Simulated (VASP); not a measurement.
Level of theory: PW91 GGA, VASP's PBE PAW potentials (set 64) (plane waves; VASP).

The input files of a VASP run:

File KPOINTS:
```
Automatic mesh
0
Gamma
1 1 1
0 0 0
```

### POSCAR
```
Pb atom
1
   12.0000000000     0.0000000000     0.0000000000
    0.0000000000    12.5000000000     0.0000000000
    0.0000000000     0.0000000000    13.0000000000
Pb
1
Direct
  0.0000000000   0.0000000000   0.0000000000
```

**INCAR**
```
GGA = 91
PREC = Normal
LORBIT = 10
LMAXMIX = 4   # l cut-off of mixed one-centre charges
ISPIN = 2   # spin-polarised
LCHARG = .False.
MAGMOM = 2
SYSTEM = Pb atom
NUPDOWN = 2
EDIFF = 1E-6
ALGO = All
LREAL = .False.
LASPH = .True.
SIGMA = 0.01   # width (eV)
LWAVE = .False.
ISYM = 0
ISMEAR = 0
NELM = 200   # most electronic steps
ENCUT = 520
```

POTCAR, in this order: Pb_d (PBE.64 set). Program: vasp_gam. Read from the step before: WAVECAR.

Output of the run:

### OSZICAR
```
       N       E                     dE             d eps       ncg     rms           ort
SDA:   1    -0.592093657504E+00   -0.59209E+00    0.00000E+00    12   0.540E-01   0.000E+00
CGA:   2    -0.596776290427E+00   -0.46826E-02   -0.46908E-02    12   0.295E-02   0.185E-03
CGA:   3    -0.597616186914E+00   -0.83990E-03   -0.84189E-03    12   0.635E-03  -0.203E-04
CGA:   4    -0.597761931416E+00   -0.14574E-03   -0.14626E-03    12   0.974E-04  -0.149E-04
CGA:   5    -0.597781918727E+00   -0.19987E-04   -0.19967E-04    12   0.269E-04   0.294E-05
CGA:   6    -0.597787956572E+00   -0.60378E-05   -0.61060E-05    12   0.839E-05  -0.367E-05
CGA:   7    -0.597789578153E+00   -0.16216E-05   -0.16052E-05    12   0.187E-05   0.993E-06
CGA:   8    -0.597790243089E+00   -0.66494E-06   -0.64382E-06    12   0.694E-06   0.205E-06
   1 F= -.59779024E+00 E0= -.59393376E+00  d E =-.771297E-02  mag=     2.0000
```

OUTCAR:
```
------------------------ aborting loop because EDIFF is reached ----------------------------------------
  FORCE on cell =-STRESS in cart. coord.  units (eV):
  Direction    XX          YY          ZZ          XY          YZ          ZX
  --------------------------------------------------------------------------------------
  Total        0.0028520     -0.0012678     -0.0008747      0.0000622      0.0000032     -0.0000033
  in kB        0.0023433     -0.0010416     -0.0007187      0.0000511      0.0000027     -0.0000027
  external PRESSURE =       0.0001943 kB  Pullay stress =       0.0000000 kB
  volume of cell :     1950.00
      direct lattice vectors                 reciprocal lattice vectors
    12.000000000  0.000000000  0.000000000     0.083333333  0.000000000  0.000000000
     0.000000000 12.500000000  0.000000000     0.000000000  0.080000000  0.000000000
     0.000000000  0.000000000 13.000000000     0.000000000  0.000000000  0.076923077
 POSITION                                       TOTAL-FORCE (eV/Angst)
 -----------------------------------------------------------------------------------
      0.00000      0.00000      0.00000        -0.000000      0.000000     -0.000000
 -----------------------------------------------------------------------------------
    total drift:                               -0.000000      0.000000     -0.000000
  FREE ENERGIE OF THE ION-ELECTRON SYSTEM (eV)
  ---------------------------------------------------
  free  energy   TOTEN  =        -0.5977902431 eV

  energy  without entropy=       -0.5900772714  energy(sigma->0) =       -0.59393376

 total charge

# of ion       s       p       d       tot
------------------------------------------
    1        1.408   0.668   9.797  11.873

 magnetization (x)

# of ion       s       p       d       tot
------------------------------------------
    1       -0.009   0.668  -0.007   0.652
```
(Selected blocks of OUTCAR.)

### OUTCAR
```
 val. band max:       -3.7814696041   @ k =   0.0000   0.0000   0.0000

 cond. band min:      -2.6186241862   @ k =   0.0000   0.0000   0.0000


 Fermi energy:        -3.7789941526

 spin component 1

 k-point     1 :       0.0000    0.0000    0.0000
  band No.  band energies     occupation
      1     -20.9546      1.00000
      2     -20.9544      1.00000
      3     -20.9539      1.00000
      4     -20.9529      1.00000
      5     -20.9528      1.00000
      6     -12.2042      1.00000
      7      -3.7816      0.66906
      8      -3.7815      0.66724
      9      -3.7815      0.66370
     10      -0.6809      0.00000
     11       0.5021      0.00000
     12       0.5164      0.00000

 Fermi energy:       -11.1858043399

 spin component 2

 k-point     1 :       0.0000    0.0000    0.0000
  band No.  band energies     occupation
      1     -20.7666      1.00000
      2     -20.7663      1.00000
      3     -20.7657      1.00000
      4     -20.7644      1.00000
      5     -20.7643      1.00000
      6     -11.2374      1.00000
      7      -2.6186      0.00000
      8      -2.6162      0.00000
      9      -2.6156      0.00000
     10       0.1104      0.00000
     11       0.9800      0.00000
     12       1.0887      0.00000
```

The atom may not be in its lowest state. Unless said otherwise, spin-orbit coupling is left out, though it shifts the bands of the heavy elements here.

The cell is a free atom in a box.
